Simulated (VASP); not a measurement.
Given:

```yaml
crystal:
  lattice:
    - [0.00000, 2.21676, 2.21676]
    - [2.21676, 0.00000, 2.21676]
    - [2.21676, 2.21676, 0.00000]
  atoms:
    - { symbol: Si, position: [0.00000, 0.00000, 0.00000] }
    - { symbol: C, position: [0.25000, 0.25000, 0.25000] }
```

Computed with PBE GGA with D3 dispersion (Becke-Johnson damping), VASP's PBE PAW potentials (set 64) (plane waves; VASP). Numerical set-up: 520 eV cut-off, 10×10×10 Γ-centred mesh, Gaussian smearing of 0.050 eV, potentials Si C.

Task: Give the stress tensor in GPa (positive for a compressed cell).

Result: 
```
-11.48    0.00    0.00
  0.00  -11.48    0.00
  0.00    0.00  -11.48
```
The pressure is its mean diagonal, -11.48 GPa.

The compound is SiC in the zinc blende structure. This cell is one point of a volume scan, at 1.06 of the reference volume.
